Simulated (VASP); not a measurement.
# What goes wrong when the modes of Germanium are computed with a bad input, part 2 of 2

Some phonon runs on Germanium get a fault in the input on purpose. Which of them show, and how? The starting structure is a measured crystal structure from the Crystallography Open Database.

VASP 6.6.1.

Results so far: reference T2g 290.1 cm⁻¹; finite displacements, else as the reference T2g 290.8 cm⁻¹; a cutoff far too low T2g 291.3 cm⁻¹; a loose electronic threshold T2g 297.0 cm⁻¹.

**6. Modes with a k mesh far too coarse**

Level of this step: LDA; plane waves and PAW (Ge_d) (VASP).

A slip made on purpose: a k mesh far too coarse. Against step 2 the input has a 2×2×2 mesh (also changed: NELM and KPAR).

File INCAR:

```
SYSTEM = Ge
PREC = Accurate
ENCUT = 450
EDIFF = 1E-08
NELM = 60
ISMEAR = 0
SIGMA = 0.05
LREAL = .FALSE.
ALGO = Normal
GGA = CA
NBANDS = 20
LORBIT = 11
LWAVE = .FALSE.
LCHARG = .FALSE.
IBRION = 8
ISIF = 2
```

File POSCAR:

```
Ge
1.0
    0.0000000000      2.8090797519      2.8090797519
    2.8090797519      0.0000000000      2.8090797519
    2.8090797519      2.8090797519      0.0000000000
Ge
2
Direct
    0.7500000000      0.7500000000      0.7500000000
    0.5000000000      0.5000000000      0.5000000000
```

File KPOINTS:

```
Automatic mesh
0
Gamma
2 2 2
0 0 0
```

The projector-augmented-wave data sets are Ge_d (LDA family, release 64).

Started as:

```
> mpirun -np 4 vasp_std
```

Output:

```text
[banner, memory and clock lines left out]
running    4 mpi-ranks, on    1 nodes
[...]
LDA part: xc-table for (Slater(with rela. corr.)+CA(PZ))
 , standard interpolation
 POSCAR, INCAR and KPOINTS ok, starting setup
[...]
entering main loop
       N       E                     dE             d eps       ncg     rms          rms(c)
DAV:   1     0.180728632106E+03    0.18073E+03   -0.14166E+04   132   0.357E+03
DAV:   2     0.160152033827E+02   -0.16471E+03   -0.16117E+03   120   0.540E+02
DAV:   3    -0.694051487170E+01   -0.22956E+02   -0.22781E+02   132   0.137E+02
DAV:   4    -0.769471254650E+01   -0.75420E+00   -0.75301E+00   136   0.292E+01
[...]
DAV:  13    -0.733105479136E+01    0.10890E-06   -0.11800E-07   108   0.245E-03    0.154E-03
DAV:  14    -0.733105477270E+01    0.18667E-07   -0.67015E-08   112   0.185E-03    0.895E-05
DAV:  15    -0.733105477510E+01   -0.24011E-08   -0.33919E-09    64   0.615E-04
   1 F= -.73310548E+01 E0= -.73216942E+01  d E =-.187212E-01
 Linear response reoptimize wavefunctions to high precision
DAV:   1    -0.733105477564E+01   -0.54206E-09   -0.76370E-10    80   0.407E-04
DAV:   2    -0.733105477558E+01    0.61846E-10   -0.19450E-10    68   0.146E-04
 Linear response DOF=           1
 Linear response progress:
  Degree of freedom:   1/  1
       N       E                     dE             d eps       ncg     rms          rms(c)
RMM:   1    -0.186917356870E+00   -0.18692E+00    0.10717E+01   245   0.494E+01
RMM:   2    -0.194648682217E+00   -0.77313E-02   -0.13403E-02   326   0.105E+00    0.786E-01
RMM:   3    -0.212852042723E+00   -0.18203E-01   -0.25208E-02   347   0.116E+00    0.405E-01
RMM:   4    -0.203194602917E+00    0.96574E-02   -0.15384E-03   297   0.380E-01    0.529E-02
[...]
RMM:  10    -0.203940698733E+00   -0.18430E-05   -0.40143E-07   358   0.166E-03    0.701E-05
RMM:  11    -0.203939882915E+00    0.81582E-06   -0.32292E-07   390   0.961E-04    0.218E-05
RMM:  12    -0.203939882763E+00    0.15142E-09   -0.80310E-08   381   0.610E-04    0.158E-05
 first order change of Fermi-energy   0.18855E-06
 force on displaced ion       1 direction 1 :  22.706  -0.000  -0.000
 Linear response finished
```

The job ended after 5.4 s (4 MPI ranks of AMD EPYC 7R43, shared host; peak memory 0.34 GiB).

OUTCAR, selected parts (step 6):

```text
  Total        2.3135972      2.3135972      2.3135972      0.0000000      0.0000000      0.0000000
  in kB       83.6134465     83.6134465     83.6134465      0.0000000      0.0000000      0.0000000
  external PRESSURE =      83.6134465 kB  Pullay stress =       0.0000000 kB

[... 2 parts as in an earlier step ...]

[... 1 further part left out ...]
```

With a k mesh far too coarse the mode is T2g -412.4 cm⁻¹; T2g, real with the reference, turns imaginary. Imaginary, given as negative numbers: T2g.

**7. Modes with perturbation theory asked for with a meta-GGA**

A slip made on purpose: perturbation theory asked for with a meta-GGA. Against step 2 the input has METAGGA = R2SCAN, LASPH = .TRUE. and no GGA (also changed: NELM).

Changes to INCAR since step 6:

```diff
@@ -9,3 +9,2 @@
 ALGO = Normal
-GGA = CA
 NBANDS = 20
@@ -14,3 +13,6 @@
 LCHARG = .FALSE.
+KPAR = 4
 IBRION = 8
 ISIF = 2
+METAGGA = R2SCAN
+LASPH = .TRUE.
```

POSCAR is that of step 6.

File KPOINTS:

```
Automatic mesh
0
Gamma
10 10 10
0 0 0
```

Started as:

```
> mpirun -np 4 vasp_std
```

Output:

```text
[banner, memory and clock lines left out]
running    4 mpi-ranks, on    1 nodes
[...]
|                                                                             |
|               ----> ADVICE to this user running VASP <----                  |
|                                                                             |
|     You enforced a specific xc type in the INCAR file but a different       |
|     [... a line on the potential file left out ...]
|     I HOPE YOU KNOW WHAT YOU ARE DOING!                                     |
|                                                                             |

 LDA part: xc-table for (None), standard interpolation
 POSCAR, INCAR and KPOINTS ok, starting setup
[...]
entering main loop
       N       E                     dE             d eps       ncg     rms          rms(c)
DAV:   1    -0.105315269395E+03   -0.10532E+03   -0.14336E+04  2016   0.360E+03
DAV:   2    -0.270481678005E+03   -0.16517E+03   -0.16114E+03  1884   0.572E+02
[...]
1 F= -.29245388E+03 E0= -.29245388E+03  d E =-.688866E-13
|                                                                             |
|     EEEEEEE  RRRRRR   RRRRRR   OOOOOOO  RRRRRR      ###     ###     ###     |
|     E        R     R  R     R  O     O  R     R     ###     ###     ###     |
|     E        R     R  R     R  O     O  R     R     ###     ###     ###     |
|     EEEEE    RRRRRR   RRRRRR   O     O  RRRRRR       #       #       #      |
|     E        R   R    R   R    O     O  R   R                               |
|     E        R    R   R    R   O     O  R    R      ###     ###     ###     |
|     EEEEEEE  R     R  R     R  OOOOOOO  R     R     ###     ###     ###     |
|                                                                             |
|     You have switched on METAGGA and linear-response routines. This         |
|     combination is currently not supported. If you have selected            |
|     LEPSILON=.TRUE., you can try using LCALCEPS=.TRUE. instead. In all      |
|     other cases, VASP will stop. SOOO sorry...                              |
|                                                                             |
|       ---->  I REFUSE TO CONTINUE WITH THIS SICK JOB ... BYE!!! <----       |
|                                                                             |

1
1
1
1
```

The job ended after 95 s (4 MPI ranks).

VASP stopped with this message: “You have switched on METAGGA and linear-response routines. This combination is currently not supported. If you have selected LEPSILON=.TRUE., you can try using LCALCEPS=.TRUE. instead”.

**8. The runs compared**

| run | ended | T2g | imaginary modes, each partner counted | method | core minutes |
| --- | --- | --- | --- | --- | --- |
| reference | converged | 290.1 | 0 | perturbation theory | 4.13 |
| finite displacements, else as the reference | converged | 290.8 | 0 | finite displacements | 2.87 |
| a cutoff far too low | converged | 291.3 | 0 | perturbation theory | 2.0 |
| a loose electronic threshold | converged | 297.0 | 0 | finite displacements | 2.4 |
| a k mesh far too coarse | converged | -412.4 | 3 | perturbation theory | 0.36 |
| perturbation theory asked for with a meta-GGA | stopped by VASP | - | - | perturbation theory | 6.33 |

Modes are in cm⁻¹, degenerate ones as one, matched between runs by symmetry and order. A number in brackets counts the listed modes of one symmetry from the lowest. The symmetry labels come from an automatic analysis and can be wrong where levels nearly coincide. Core minutes are wall time times ranks of the run shown, on a shared host.

**9. Summary of results**

```
T2g, reference                                         : 290.1 cm⁻¹
T2g, finite displacements, else as the reference       : 290.8 cm⁻¹
T2g, a cutoff far too low                              : 291.3 cm⁻¹
T2g, a loose electronic threshold                      : 297.0 cm⁻¹
T2g, a k mesh far too coarse                           : -412.4 cm⁻¹
run with perturbation theory asked for with a meta-GGA : stopped by VASP
```

What this shows: VASP stopped by itself in the run with perturbation theory asked for with a meta-GGA. Finished, but with signs in the output that stand out against the reference: a cutoff far too low, with modes off by up to +1.2 cm⁻¹, in T2g (signs: a pressure of -498.4 GPa on the undisplaced cell); a loose electronic threshold, with modes off by up to +6.2 cm⁻¹, in T2g (signs: a pressure of -1.0 GPa on the undisplaced cell); a k mesh far too coarse, with T2g turned imaginary (signs: a pressure of 8.4 GPa on the undisplaced cell and imaginary modes). Runs with finite displacements are held against the sound run of that kind. Further runs on this material are not shown.

[Lines on the potential files, build, host, timing and source positions are cut from VASP's logs without a mark.]

[Logs are printed without paths, hosts, clocks, repeated set-up lines and the standing remarks that a program may print on its own settings, such as how far it seeks lower states.]

[Hosts, paths, dates, database ids (printed as entryN), source tags and the programs' standing remarks are cut or masked in the printed files.]
